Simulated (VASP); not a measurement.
Level of theory: LDA (Ceperley-Alder, Perdew-Zunger), VASP's LDA PAW potentials (set 64) (plane waves; VASP).

VASP input:

**KPOINTS**
```
Automatic mesh
0
Gamma
6 6 6
0 0 0
```

INCAR:
```
! general
SYSTEM = KMgF3
PREC   = Accurate
ENCUT  = 520   ! plane-wave cut-off (eV)
LREAL  = .False.   ! projection in real space or not
LASPH  = .True.

! electronic loop
EDIFF  = 1E-7
NELM   = 100   ! most electronic steps
ALGO   = Normal   ! blocked Davidson

! smearing
ISMEAR = -5   ! tetrahedra, Bloechl

! ions
ISIF   = 2   ! forces and stress, cell fixed

! output
LWAVE  = .False.
LCHARG = .True.
LORBIT = 11
NEDOS  = 601   ! DOS grid

! other
LEFG   = .True.
```

### POSCAR
```
KMgF3
1.0
  3.8963603277   0.0000000000   0.0000000000
  0.0000000000   3.8963603277   0.0000000000
  0.0000000000   0.0000000000   3.8963603277
K Mg F
1 1 3
Direct
  0.0000000000   0.0000000000   0.0000000000
  0.5000000000   0.5000000000   0.5000000000
  0.5000000000   0.0000000000   0.5000000000
  0.0000000000   0.5000000000   0.5000000000
  0.5000000000   0.5000000000   0.0000000000
```

POTCAR, in this order: K_sv Mg F (LDA.64 set). Program: vasp_std.

The resulting files:

File OSZICAR:
```
       N       E                     dE             d eps       ncg     rms          rms(c)
DAV:   1     0.244440108330E+03    0.24444E+03   -0.17975E+04   800   0.159E+03
DAV:   2    -0.186314932289E+02   -0.26307E+03   -0.25446E+03  1064   0.401E+02
DAV:   3    -0.288941588838E+02   -0.10263E+02   -0.10236E+02   956   0.783E+01
DAV:   4    -0.292624658823E+02   -0.36831E+00   -0.36763E+00  1400   0.129E+01
DAV:   5    -0.292641384910E+02   -0.16726E-02   -0.16726E-02   924   0.811E-01    0.869E+00
DAV:   6    -0.272165978344E+02    0.20475E+01   -0.86834E+00   904   0.230E+01    0.407E+00
DAV:   7    -0.271669079275E+02    0.49690E-01   -0.27301E-01  1060   0.354E+00    0.278E+00
DAV:   8    -0.271328560715E+02    0.34052E-01   -0.63081E-02   936   0.275E+00    0.330E-01
DAV:   9    -0.271315086027E+02    0.13475E-02   -0.12906E-02  1064   0.839E-01    0.982E-02
DAV:  10    -0.271315918951E+02   -0.83292E-04   -0.79441E-04  1044   0.199E-01    0.257E-02
DAV:  11    -0.271315903478E+02    0.15473E-05   -0.21247E-05   996   0.438E-02    0.145E-02
DAV:  12    -0.271315891002E+02    0.12476E-05   -0.61913E-06   964   0.220E-02    0.884E-04
DAV:  13    -0.271315891261E+02   -0.25989E-07   -0.25382E-07   936   0.315E-03
   1 F= -.27131589E+02 E0= -.27131589E+02  d E =0.000000E+00
```

OUTCAR:
```
------------------------ aborting loop because EDIFF is reached ----------------------------------------
  FORCE on cell =-STRESS in cart. coord.  units (eV):
  Direction    XX          YY          ZZ          XY          YZ          ZX
  --------------------------------------------------------------------------------------
  Total       -0.0145079     -0.0145079     -0.0145079      0.0000000      0.0000000     -0.0000000
  in kB       -0.3929514     -0.3929514     -0.3929514      0.0000000      0.0000000     -0.0000000
  external PRESSURE =      -0.3929514 kB  Pullay stress =       0.0000000 kB
  volume of cell :       59.15
      direct lattice vectors                 reciprocal lattice vectors
     3.896360328  0.000000000  0.000000000     0.256649775  0.000000000  0.000000000
     0.000000000  3.896360328  0.000000000     0.000000000  0.256649775  0.000000000
     0.000000000  0.000000000  3.896360328     0.000000000  0.000000000  0.256649775
 POSITION                                       TOTAL-FORCE (eV/Angst)
 -----------------------------------------------------------------------------------
      0.00000      0.00000      0.00000         0.000000      0.000000      0.000000
      1.94818      1.94818      1.94818         0.000000      0.000000      0.000000
      1.94818      0.00000      1.94818         0.000000      0.000000      0.000000
      0.00000      1.94818      1.94818         0.000000      0.000000      0.000000
      1.94818      1.94818      0.00000         0.000000      0.000000      0.000000
 -----------------------------------------------------------------------------------
    total drift:                                0.000000      0.000000     -0.000000
  FREE ENERGIE OF THE ION-ELECTRON SYSTEM (eV)
  ---------------------------------------------------
  free  energy   TOTEN  =       -27.1315891261 eV

  energy  without entropy=      -27.1315891261  energy(sigma->0) =      -27.13158913

 total charge

# of ion       s       p       d       tot
------------------------------------------
    1        1.956   5.575   0.035   7.566
    2        0.143   0.193   0.095   0.431
    3        1.722   4.398   0.000   6.120
    4        1.722   4.398   0.000   6.120
    5        1.722   4.398   0.000   6.120
--------------------------------------------------
tot          7.265  18.962   0.130  26.356

 Electric field gradients after diagonalization (V/A^2)
 (convention: |V_zz| > |V_xx| > |V_yy|)
----------------------------------------------------------------------
 ion       V_xx      V_yy      V_zz     asymmetry (V_yy - V_xx)/ V_zz
----------------------------------------------------------------------
   1      -0.000    -0.000     0.000       0.343
   2       0.000     0.000    -0.000       0.481
   3     -20.210   -20.210    40.420       0.000
   4     -20.210   -20.210    40.420       0.000
   5     -20.210   -20.210    40.420       0.000
```
(Selected blocks of OUTCAR.)

**OUTCAR**
```
 val. band max:       -1.6300285807   @ k =   0.5000   0.5000   0.5000

 cond. band min:       5.8620940271   @ k =   0.0000   0.0000   0.0000


 Fermi energy:        -1.5845881138

 k-point     1 :       0.0000    0.0000    0.0000
  band No.  band energies     occupation
      1     -26.6836      2.00000
      2     -21.5459      2.00000
      3     -20.7532      2.00000
      4     -20.7532      2.00000
      5     -10.4385      2.00000
      6     -10.4385      2.00000
      7     -10.4385      2.00000
      8      -4.2536      2.00000
      9      -4.2536      2.00000
     10      -4.2536      2.00000
     11      -2.3424      2.00000
     12      -2.3424      2.00000
     13      -2.3424      2.00000
     14      -1.9534      2.00000
     15      -1.9534      2.00000
     16      -1.9534      2.00000
     17       5.8621      0.00000
     18       8.2291      0.00000
     19       8.2291      0.00000
     20      10.5534      0.00000

 k-point     2 :       0.1667    0.0000    0.0000
  band No.  band energies     occupation
      1     -26.6716      2.00000
      2     -21.5136      2.00000
      3     -20.8003      2.00000
      4     -20.7510      2.00000
      5     -10.4251      2.00000
      6     -10.4172      2.00000
      7     -10.4172      2.00000
      8      -4.2349      2.00000
      9      -4.2271      2.00000
     10      -4.2271      2.00000
     11      -2.4218      2.00000
     12      -2.4082      2.00000
     13      -2.4082      2.00000
     14      -2.2497      2.00000
     15      -2.0175      2.00000
     16      -2.0175      2.00000
     17       6.3735      0.00000
     18       8.5067      0.00000
     19       8.5698      0.00000
     20      10.7300      0.00000

 k-point     3 :       0.3333    0.0000    0.0000
  band No.  band energies     occupation
      1     -26.6474      2.00000
      2     -21.4371      2.00000
      3     -20.9064      2.00000
      4     -20.7447      2.00000
      5     -10.3987      2.00000
...
```

The compound is KMgF3 in the cubic perovskite structure. It was relaxed first, which changed the volume by -7 %.
